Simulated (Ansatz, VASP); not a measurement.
## RuSe: VASP beside Ansatz

INCAR

```
SYSTEM = RuSe
PREC = Accurate
ENCUT = 600
EDIFF = 1E-7
ISMEAR = -1
SIGMA = 0.05
LREAL = .FALSE.
LASPH = .TRUE.
NELM = 80
ALGO = Normal
ISIF = 3
LWAVE = .FALSE.
LCHARG = .FALSE.
GGA = B5
ALDAX = 1.0
AGGAX = 1.0
AGGAC = 1.0
ALDAC = 0.0
IBRION = 2
NSW = 40
EDIFFG = -0.01
```

KPOINTS

```
regular mesh
0
G
  8 8 8
  0 0 0
```

POSCAR

```
RuSe
1.0
    3.1876923100      0.0000000000      0.0000000000
    0.0000000000      3.1876923100      0.0000000000
    0.0000000000      0.0000000000      3.1876923100
Ru Se
1 1
Direct
    0.0000000000      0.0000000000      0.0000000000
    0.5000000000      0.5000000000      0.5000000000
```

input.yaml

```yaml
crystal:
  lattice:
    - [3.18769231, 0.0, 0.0]
    - [0.0, 3.18769231, 0.0]
    - [0.0, 0.0, 3.18769231]
  atoms:
    - { symbol: Ru, position: [0.0, 0.0, 0.0] }
    - { symbol: Se, position: [0.5, 0.5, 0.5] }
hamiltonian:
  xc: blyp
  pseudopotentials: { kind: paw }
kpoints:
  mp_grid: { grid: [8, 8, 8] }
scf:
  occupations: { method: fermi_dirac, width: 0.05 }
output:
  forces: true
  stress: true
  eigenvalues: true
relax:
  f_tol: 0.01
  max_steps: 40
  cell: { stress_tol: 0.05 }
```

The cell comes from a database or a generator and needn't be the stable form of this composition.

Alike in both runs: task relaxation of cell and atoms; functional BLYP; k mesh 8 × 8 × 8; occupations fermi-dirac, width 0.05 eV; no spin polarisation.

```csv
,VASP,Ansatz
version,VASP 6.6.1,Ansatz 0.2.0
potentials or method,"VASP PAW PBE potentials, release 64 (Ru_pv, Se)",Ansatz PAW
plane-wave cutoff (eV),600,420
valence electrons in the cell,20,32
```

Ansatz gave:

```
gap on the k mesh at the Fermi level, each at its own relaxed structure (eV) : none
relaxed volume (Å³/atom)                                                     : 16.45
relaxed cell length with the largest relative difference (Å)                 : 3.204
energy change over the relaxation (meV/atom)                                 : -2
```

Question: Which values does VASP return?

Answer: gap on the k mesh at the Fermi level, each at its own relaxed structure (eV): none; relaxed volume (Å³/atom): 16.50; relaxed cell length with the largest relative difference (Å): 3.208; energy change over the relaxation (meV/atom): -3.

A gap of «none» marks a metal or a gap that the smearing closes. The two sets of potentials don't hold the same shells in valence.

Caveats: the PAW data sets were made with another functional, which shifts forces and pressure a little (VASP); the plane-wave basis is chosen anew once the cell has moved, so the energies of steps on either side of that aren't comparable (Ansatz); the PAW data sets come from PBE, with cores solved anew for the run's functional, which leaves a small shift of forces and pressure (Ansatz).
